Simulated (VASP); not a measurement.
Here is the system:

```
CELL_PARAMETERS angstrom
      3.91135     0.00000     0.00000
      0.00000     3.91135     0.00000
      0.00000     0.00000     4.88119
ATOMIC_POSITIONS crystal
  Sn 0.50000 0.00000 0.75756
  Sn 0.00000 0.50000 0.24244
  O  0.50000 0.50000 0.00000
  O  0.00000 0.00000 0.00000
```

These are optB86b-vdW, VASP's PBE PAW potentials (set 64) (plane waves; VASP 6.6.1) values and carry that method's errors. Numerical set-up: 520 eV cut-off, 6×6×5 Γ-centred mesh, Gaussian smearing of 0.050 eV, potentials Sn_d O.

### Question
The ions and cell shape at fixed volume are relaxed. Which structure does the run end with?

### Answer

```
CELL_PARAMETERS angstrom
      3.85843     0.00000     0.00000
      0.00000     3.85843     0.00000
      0.00000     0.00000     5.01601
ATOMIC_POSITIONS crystal
  Sn 0.50000 0.00000 0.76830
  Sn 0.00000 0.50000 0.23170
  O  0.50000 0.50000 0.00000
  O  0.00000 0.00000 0.00000
```
Space group P4/nmm (129), at a tolerance of 0.03 Å.

### Question
How much energy does the relaxation gain?

### Answer
The energy (σ→0) changes by -11.1 meV/atom, in 7 ionic steps.

The compound is SnO in the litharge structure. This cell is one point of a volume scan, at 1.06 of the reference volume. Symmetry was kept, so distortions that lower it aren't found.
